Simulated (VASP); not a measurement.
These are PBE GGA, VASP's PBE PAW potentials (set 64) (plane waves; VASP) values and carry that method's errors.

The input files of a VASP run:

**INCAR**
```
SYSTEM = AsPt
PREC = Accurate
ENCUT = 400
EDIFF = 1E-6
NELM = 100
ALGO = Normal
LREAL = .FALSE.
LASPH = .TRUE.
ISMEAR = 0
SIGMA = 0.05
GGA = PE
LMAXMIX = 6
LWAVE = .FALSE.
LCHARG = .FALSE.
ISIF = 2
```

### POSCAR
```
AsPt
1
    3.4639990000     0.0000000000     0.0000000000
   -1.7320000000     2.9999110000     0.0000000000
    0.0000000000     0.0000000000     3.3806920000
Pt As
1 1
Direct
  0.0000000000   0.0000000000   0.0000000000
  0.6666670000   0.3333330000   0.5000000000
```

File KPOINTS:
```
kpoints
0
Gamma
7 7 6
```

POTCAR, in this order: Pt As (PBE.64 set). Program: vasp_std.

The resulting files:

OSZICAR:
```
       N       E                     dE             d eps       ncg     rms          rms(c)
DAV:   1     0.513984367016E+02    0.51398E+02   -0.58955E+03   760   0.937E+02
DAV:   2    -0.917431870768E+01   -0.60573E+02   -0.56172E+02   821   0.193E+02
DAV:   3    -0.109656175806E+02   -0.17913E+01   -0.17618E+01   841   0.332E+01
DAV:   4    -0.109793218070E+02   -0.13704E-01   -0.13503E-01   749   0.314E+00
DAV:   5    -0.109794589105E+02   -0.13710E-03   -0.13709E-03   818   0.329E-01    0.102E+01
DAV:   6    -0.107506602049E+02    0.22880E+00   -0.12959E+00   743   0.110E+01    0.573E+00
DAV:   7    -0.107174163935E+02    0.33244E-01   -0.11162E-01   713   0.340E+00    0.322E+00
DAV:   8    -0.107082836166E+02    0.91328E-02   -0.23056E-02   784   0.140E+00    0.201E-01
DAV:   9    -0.107080481048E+02    0.23551E-03   -0.81234E-04   731   0.244E-01    0.119E-01
DAV:  10    -0.107080100290E+02    0.38076E-04   -0.34360E-04   743   0.136E-01    0.135E-02
DAV:  11    -0.107080102014E+02   -0.17237E-06   -0.66203E-06   794   0.236E-02
   1 F= -.10708010E+02 E0= -.10707459E+02  d E =-.110142E-02
```

### OUTCAR
```
------------------------ aborting loop because EDIFF is reached ----------------------------------------
  FORCE on cell =-STRESS in cart. coord.  units (eV):
  Direction    XX          YY          ZZ          XY          YZ          ZX
  --------------------------------------------------------------------------------------
  Total        1.6335069      1.6335067      0.4839739     -0.0000003     -0.0000000      0.0000000
  in kB       74.4971762     74.4971696     22.0719557     -0.0000124     -0.0000000      0.0000000
  external PRESSURE =      57.0221005 kB  Pullay stress =       0.0000000 kB
  volume of cell :       35.13
      direct lattice vectors                 reciprocal lattice vectors
     3.463999000  0.000000000  0.000000000     0.288683686  0.166671659  0.000000000
    -1.732000000  2.999911000  0.000000000     0.000000000  0.333343223  0.000000000
     0.000000000  0.000000000  3.380692000     0.000000000  0.000000000  0.295797428
 POSITION                                       TOTAL-FORCE (eV/Angst)
 -----------------------------------------------------------------------------------
      0.00000      0.00000      0.00000         0.000000     -0.000000      0.000000
      1.73200      0.99997      1.69035        -0.000000      0.000000      0.000000
 -----------------------------------------------------------------------------------
    total drift:                               -0.000253      0.000145      0.000000
  FREE ENERGIE OF THE ION-ELECTRON SYSTEM (eV)
  ---------------------------------------------------
  free  energy   TOTEN  =       -10.7080102014 eV

  energy  without entropy=      -10.7069087815  energy(sigma->0) =      -10.70745949
```
(Selected blocks of OUTCAR.)

The structure was generated: AsPt was put into the WC type (P-6m2), which need not be its known phase. The cell was not relaxed at this level. The k-mesh is coarse (spacing up to 0.31 per Å, 2π included), so the numbers may not be converged in it. The electron count is odd and the run is not spin-polarised, which forces a metal.
